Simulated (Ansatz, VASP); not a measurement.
# BiB in two plane-wave programs, part 2 of 2

Aim: how closely do two programs agree when they are given the same cell, functional and k mesh? The cell is invented: As first built, before any earlier steps moved the atoms (in the runner's words): it takes the BP structure with some of its atoms replaced by other elements, volume scaled by an estimate. It may not be a known or stable phase. The cell is taken from a series of VASP runs on this material, whose earlier steps may have relaxed, scaled or displaced it; both programs get it as it stands.

VASP 6.6.1 and Ansatz 0.2.0.

So far: The structure; VASP: band structure, PBE0.

## Step 3: Ansatz: band structure, PBE0

Level of this step: Ansatz beside VASP: Kohn-Sham DFT, plane waves, PBE0 (Ansatz).

Ansatz runs on its default PAW (the set named soft_2) files.

The same cell, functional, mesh and smearing now go to Ansatz, which takes its cutoff from its data sets.

Input file input.yaml:

```yaml
crystal:
  lattice:
    - [0.0, 2.761376127, 2.761376127]
    - [2.761376127, 0.0, 2.761376127]
    - [2.761376127, 2.761376127, 0.0]
  atoms:
    - { symbol: Bi, position: [0.25, 0.25, 0.25] }
    - { symbol: B, position: [0.0, 0.0, 0.0] }
hamiltonian:
  xc: pbe0
  pseudopotentials: { kind: paw }
kpoints:
  mp_grid: { grid: [4, 4, 4] }
  band_path:
    path:
      - [0.0, 0.0, 0.0]
      - [0.5, 0.0, 0.5]
      - [0.5, 0.2, 0.7]
      - [0.4, 0.35, 0.75]
      - [0.15, 0.15, 0.3]
      - [0.2, 0.2, 0.2]
      - [0.55, 0.4, 0.55]
      - [0.6, 0.25, 0.65]
      - [0.5, 0.25, 0.75]
      - [0.5, 0.5, 0.5]
      - [0.375, 0.375, 0.75]
      - [0.5, 0.0, 0.5]
    npoints: 1
scf:
  occupations: { method: gaussian, width: 0.02 }
  n_extra_bands: 7
output:
  forces: true
  stress: true
  eigenvalues: true
```

Launch:

```bash
ansatz run input.yaml --threads 4 --pin off --max-ram 9216MiB --backend cpu --events-out ev --progress --plain --runs-dir out
```

Numbers of over 12 decimals in the logs are rounded to 6 here.

The program printed:

```text
Warning: output.stress: scf.convergence.dr2_threshold = 1e-7 eV (the SCF's general default) is looser than the 2e-10 eV advised for a printed stress (1e-10 eV for each atom of the cell: 2). What an SCF threshold leaves in a stress goes as its square root, and in the free energy as the threshold itself, and one threshold admits the most on a small cell: [figures from the program's tests cut] Set scf.convergence.dr2_threshold to 2e-10 eV or tighter. The threshold is an SCF's pass mark: one that does not reach it within its budget of iterations ends unconverged, or closes short of it on a stop that the run arms, and scf.convergence.dr2_threshold's page says what that costs each kind of run
Warning: output.stress: scf.exx.energy_threshold = 1e-6 eV is looser than the 2e-8 eV advised for a stress under a hybrid functional (1e-8 eV for each atom of the cell: 2). Every SCF of the exchange loop can meet its threshold on dr2 while the loop round them stops early: no threshold on dr2 bounds what that leaves in the stress. Set scf.exx.energy_threshold to 2e-8 eV or tighter. The threshold is the loop's pass mark: a loop that does not reach it within its budget of cycles ends unconverged, and scf.exx.energy_threshold's page has the law
scf.n_extra_bands = 7 over 9 filled bands (N_el = 18.0): the run solves 16 bands
Engine: ansatz 0.2.0, aarch64-unknown-linux-gnu
Pseudopotentials: kind: paw
Pseudopotential: Bi, paw, valence charge 15, recommended cutoff 420 eV (normal), Bi.paw.azcp
Pseudopotential: B, paw, valence charge 3, recommended cutoff 420 eV (normal), B.paw.azcp
Functional definition: PBE0
  parameter a = 0.25
  parameter kappa = 0.804
  parameter beta = 0.066725
  exchange = (1 - a)*pbe_x(kappa = kappa, mu = beta*pi^2/3) + a*exact_x
  correlation = pbe_c(beta = beta)
Crystal: 2 atoms, lattice volume = 42.112 Å³
Basis set: ecut = 420 eV, 869 PW (Γ), exchange–correlation on 54×54×54 points (8 copies of the dense FFT grid, shifted against one another)
Bands: 16, of which v1, the nominal top of the filled ones, is band 9 counted from 1 (8 counted from 0)
Symmetry: 24 space group operations
Space group: F-43m (ITA 216), of the structure as read, at distance tolerance 3.5e-5 Å
k-points: 8 of 64 (time reversal used)
Non-local potential: Bi, projectors of the file, l = 0: 2, l = 1: 2, l = 2: 2, l = 3: 2
Non-local potential: B, projectors of the file, l = 0: 2, l = 1: 2, l = 2: 1
PAW form: soft (Blöchl's): semilocal exchange-correlation on the pseudo side does not see the compensation charge
PAW frozen core: Bi, regenerated for the run's functional, and the local potential with it (the file was generated under x = pbe(κ = 0.804, μ = 0.219515), c = pbe(β = 0.066725))
PAW frozen core: B, regenerated for the run's functional, and the local potential with it (the file was generated under x = pbe(κ = 0.804, μ = 0.219515), c = pbe(β = 0.066725))
PAW one-centre angular grid: Bi, 590 points (default); XC on 64 Gauss nodes
PAW one-centre angular grid: B, 110 points (default); XC on 64 Gauss nodes
Initial density: superposition of atomic densities (neutral atoms: chi_scale 0, normalization atom), corrected by the library's trained network
Initial wavefunctions: pseudopotential atomic-orbital guess
Functional: x = pbe(κ = 0.804, μ = 0.219515), c = pbe(β = 0.066725), warm-up for x = 0.75 pbe(κ = 0.804, μ = 0.219515) + 0.25 exact, c = pbe(β = 0.066725)
SCF iter   1: F=—  HF=-12550.657709 eV  |F-HF|=—  |Δ(HF+E_count)|=         —  Δρ=1.84e-3  dr2=1.17e-3  ethr=1.77e-3  ⟨swp⟩=12.1  Hψ=675  notcnv=0
preconditioner: auto → none  [insulator: Δε(μ)=0.158 eV  Ē_g=22.219 eV  σ=0.020 eV  W_gap=1.00  n_scr=14 (ndim 8)  ℏωp=24.3 eV  f_vac=0.009  D(μ)=0.00/eV (n_scr^D=0)]
SCF iter   2: F=—  HF=-12550.658418 eV  |F-HF|=—  |Δ(HF+E_count)|=   7.09e-4  Δρ=8.64e-4  dr2=2.24e-4  ethr=6.51e-6  ⟨swp⟩=5.1  Hψ=401  notcnv=0  defer=4
iter 3 solved again at ethr=3.77e-8 eV; its pass at ethr=1.25e-6 eV (dr2=6.79e-6 eV) is discarded
SCF iter   3: F=—  HF=-12550.658535 eV  |F-HF|=—  |Δ(HF+E_count)|=   1.18e-4  Δρ=1.37e-4  dr2=6.75e-6  ethr=3.77e-8  ⟨swp⟩=3.9  Hψ=492  notcnv=0
SCF iter   4: F=-12550.658537 eV  HF=-12550.658537 eV  |F-HF|=6.36e-8  |Δ(HF+E_count)|=   2.05e-6  Δρ=2.11e-5  dr2=1.06e-7  ethr=3.75e-8  ⟨swp⟩=3.0  Hψ=211  notcnv=0
SCF 1 stopped early in 4 iterations: F = -12550.658537 eV  dr2 = 1.06e-7
  greatest PAW one-centre occupation: 0.987 electrons in one spin orbital (limit 2), on the Bi atom at site 0 (counted from 0), in its partial waves of l = 2
Initial density: handed on by an earlier stage of this run
Initial wavefunctions: those handed on with the density
Functional: x = 0.75 pbe(κ = 0.804, μ = 0.219515) + 0.25 exact, c = pbe(β = 0.066725)
Frozen-core exchange: fock
SCF iter   1: F=—  HF=-12551.499273 eV  |F-HF|=—  |Δ(HF+E_count)|=         —  Δρ=5.62e-3  dr2=1.36e-2  ethr=5.91e-9  ⟨swp⟩=11.9  Hψ=956  notcnv=0
preconditioner: auto → none  [insulator: Δε(μ)=1.447 eV  Ē_g=14.909 eV  σ=0.020 eV  W_gap=1.00  n_scr=14 (ndim 8)  ℏωp=16.2 eV  f_vac=0.009  D(μ)=0.00/eV (n_scr^D=0)]
SCF iter   2: F=—  HF=-12551.495369 eV  |F-HF|=—  |Δ(HF+E_count)|=   3.90e-3  Δρ=1.92e-3  dr2=2.02e-3  ethr=5.91e-9  ⟨swp⟩=6.0  Hψ=592  notcnv=0
SCF iter   3: F=—  HF=-12551.501664 eV  |F-HF|=—  |Δ(HF+E_count)|=   6.30e-3  Δρ=1.54e-3  dr2=5.28e-4  ethr=5.91e-9  ⟨swp⟩=5.4  Hψ=535  notcnv=0
SCF iter   4: F=—  HF=-12551.501585 eV  |F-HF|=—  |Δ(HF+E_count)|=   7.96e-5  Δρ=5.80e-4  dr2=9.12e-5  ethr=5.91e-9  ⟨swp⟩=5.0  Hψ=399  notcnv=0
SCF iter   5: F=—  HF=-12551.501728 eV  |F-HF|=—  |Δ(HF+E_count)|=   1.44e-4  Δρ=1.71e-4  dr2=2.16e-5  ethr=5.91e-9  ⟨swp⟩=4.8  Hψ=372  notcnv=0
SCF iter   6: F=-12551.501723 eV  HF=-12551.501723 eV  |F-HF|=1.16e-8  |Δ(HF+E_count)|=   5.33e-6  Δρ=2.31e-5  dr2=6.33e-7  ethr=5.91e-9  ⟨swp⟩=3.9  Hψ=268  notcnv=0
SCF 2 stopped early in 6 iterations: F = -12551.501723 eV  dr2 = 6.33e-7
hybrid outer 1: dexx = +7.414e-3 eV, tail = 1.09e-5 eV
Frozen-core exchange: fock
SCF iter   1: F=—  HF=-12551.501741 eV  |F-HF|=—  |Δ(HF+E_count)|=         —  Δρ=2.12e-5  dr2=1.45e-7  ethr=3.01e-7  ⟨swp⟩=3.9  Hψ=315  notcnv=0
preconditioner: auto → none  [insulator: Δε(μ)=1.516 eV  Ē_g=14.918 eV  σ=0.020 eV  W_gap=1.00  n_scr=14 (ndim 8)  ℏωp=16.2 eV  f_vac=0.009  D(μ)=0.00/eV (n_scr^D=0)]
SCF iter   2: F=—  HF=-12551.501741 eV  |F-HF|=—  |Δ(HF+E_count)|=   3.86e-7  Δρ=1.13e-5  dr2=3.09e-8  ethr=6.26e-10  ⟨swp⟩=4.6  Hψ=318  notcnv=0
SCF iter   3: F=-12551.501741 eV  HF=-12551.501741 eV  |F-HF|=2.76e-9  |Δ(HF+E_count)|=   2.25e-9  Δρ=4.77e-6  dr2=3.90e-9  ethr=1.33e-10  ⟨swp⟩=2.9  Hψ=231  notcnv=0  defer=3
SCF 3 converged in 3 iterations: F = -12551.501741 eV  dr2 = 3.90e-9
  Residual-converged pass: ⟨swp⟩=3.4  Hψ=275  notcnv=0  max |occ|·‖R‖ = 2.2e-6 eV (tolerance 2.4e-6 eV)  dr2=3.90e-9  dr2_onsite=2.05e-9  max |Δocc| = 0.0e0
hybrid outer 2: dexx = +2.188e-7 eV, tail = 1.56e-8 eV, Δε = 7.25e-4 eV (about 3.56e-5 eV left of the loop's levels)
NSCF: frozen V_eff on 12 k-points
hybrid SCF converged: 2 outer / 9 inner (+4 warm-up), last move |dexx| = 2.19e-7 eV, tail = 1.56e-8 eV
Stability not checked: this state was not tested for a lower state beside it, because the functional holds exact exchange (a hybrid, or Hartree-Fock), whose exchange loop this test does not read (fock_operator; see scf.lower_state_search)
Free energy (F): -12551.501741 eV
Frozen-core exchange: fock
Harris-Foulkes:  -12551.501741 eV  (|F-HF|=2.76e-9)
Internal energy: -12551.501741 eV  (E = F + TS)
E sigma→0 (E₀):  -12551.501741 eV
Fermi energy:    10.441035 eV
--- Per-component energies (eV) ---
  E_band       = -129.162725
  E_kinetic    = 346.522762
  E_local      = -1564.037704  (includes V_loc(G=0)·N_el)
  E_nonlocal   = 572.758018
  E_hartree    = 511.638848
  E_xc         = -138.775223
  E_vxc        = -137.598299  (∫ρ·V_xc dr)
  E_exx        = -47.412181  (= α·E_x^exact, valence–valence)
  E_paw        = -10739.633255  (= ΣΔE_a)
  E_vpaw       = -275.260872  (= ΣTr[D̂ρ^β])
  E_aug_tail   = -0.000450  (compensation charges beyond the density's cutoff)
  E_ewald      = -1492.738907
  E_core_change = 0.176352  (= ΣΔE_core)
  E_smearing   = -0.000000  (= −TS)
  E_closure    = -0.000001  (closes the sum)
  Σ components = -12551.501741   (vs F -12551.501741, Δ=0.00e0)
--- Forces (eV/Å), atoms counted from 1 ---
  atom   1  Bi    -0.00000000     0.00000000    -0.00000000
  atom   2  B      0.00000000    -0.00000000    -0.00000000
  max |Σ_I F_I| component: 4.44e-16 eV/Å
--- Stress (GPa, compression-positive) ---
       -3.454398      -0.000000      -0.000000
        0.000000      -3.454398       0.000000
       -0.000000       0.000000      -3.454398
  P = ⅓ Tr σ = -3.4544 GPa (-34.544 kbar)
--- Band table (eV; the first three rows and the last of 8) ---
  k-point 0: bands = [... 5 lower, -5.7506, 9.6825, 9.6825, 9.6825, 11.1993, 13.7746, 13.7746, 13.7746, ... 3 higher]
  k-point 1: bands = [... 5 lower, -4.9006, 4.5556, 8.6215, 8.6215, 11.6776, 14.9661, 14.9661, 15.9815, ... 3 higher]
  k-point 2: bands = [... 5 lower, -3.4534, 1.1680, 7.9230, 7.9230, 11.2813, 15.2453, 15.2453, 17.2998, ... 3 higher]
  k-point 7: bands = [... 5 lower, -2.3204, 1.2492, 4.7629, 5.1940, 14.5700, 15.0010, 16.2019, 17.1131, ... 3 higher]
```

Wall time 11 s (4 threads of Arm Neoverse V2, shared host); peak memory 0.57 GiB.

## Step 4: Comparison

Known differences besides the potentials themselves: exact exchange at q = 0 is treated differently, which shows on coarse meshes; VASP keeps PBE cores, Ansatz makes them for the functional; VASP takes a coarser grid for exact exchange (PRECFOCK = Fast). Total energies have different zeros and are not compared.

Both answers:

```csv
quantity,Ansatz,VASP,difference
gap over the path points (eV),1.517,1.521,-0.005
```

Levels at points of the path, from each program's valence-band top (eV; 3 filled, then empty):

```csv
k (reciprocal lattice),Ansatz,VASP
0.000 0.000 0.000,0.00 0.00 0.00 1.52 4.09 4.09,0.00 0.00 0.00 1.52 4.10 4.10
0.500 0.000 0.500,-8.76 -3.79 -3.79 2.03 2.21 10.16,-8.77 -3.79 -3.79 2.04 2.21 10.17
0.500 0.200 0.700,-8.47 -4.82 -4.43 4.48 4.64 7.24,-8.47 -4.81 -4.43 4.46 4.64 7.24
0.400 0.350 0.750,-8.43 -5.25 -3.36 2.72 5.16 8.40,-8.44 -5.25 -3.37 2.72 5.16 8.40
0.150 0.150 0.300,-4.53 -2.52 -0.65 3.00 4.96 4.99,-4.55 -2.51 -0.66 3.00 4.95 4.98
0.200 0.200 0.200,-4.01 -0.79 -0.79 2.13 5.02 5.02,-4.02 -0.80 -0.80 2.14 5.02 5.02
0.550 0.400 0.550,-8.36 -3.49 -2.20 2.84 5.13 6.40,-8.37 -3.49 -2.20 2.83 5.13 6.39
0.600 0.250 0.650,-8.43 -5.25 -3.36 2.72 5.16 8.40,-8.44 -5.25 -3.37 2.72 5.16 8.40
0.500 0.250 0.750,-8.43 -4.92 -4.49 4.89 5.32 6.52,-8.43 -4.91 -4.49 4.87 5.32 6.52
0.500 0.500 0.500,-8.51 -1.76 -1.76 1.60 5.56 5.56,-8.52 -1.76 -1.76 1.60 5.57 5.57
```

Among the levels compared at these points, filled levels agree within 14 meV and empty ones within 15 meV.

## Step 5: Results

| Property | Result |
| --- | --- |
| difference in gap over the path points (band structure, PBE0) | -0.0046 eV |

What this shows: The difference in gap over the path points is -0.0046 eV (band structure, PBE0), within the 0.08 eV picked in this series as the mark of a large difference. How closely two codes agree says nothing of how well the functional describes the real material.

[Lines on the potential files, build, host, timing and source positions are cut from VASP's logs without a mark.]

[Logs are printed without paths, hosts, clocks, repeated set-up lines and the standing remarks that a program may print on its own settings, such as how far it seeks lower states.]

[Hosts, paths, dates, database ids (printed as entryN), source tags and the programs' standing remarks are cut or masked in the printed files.]
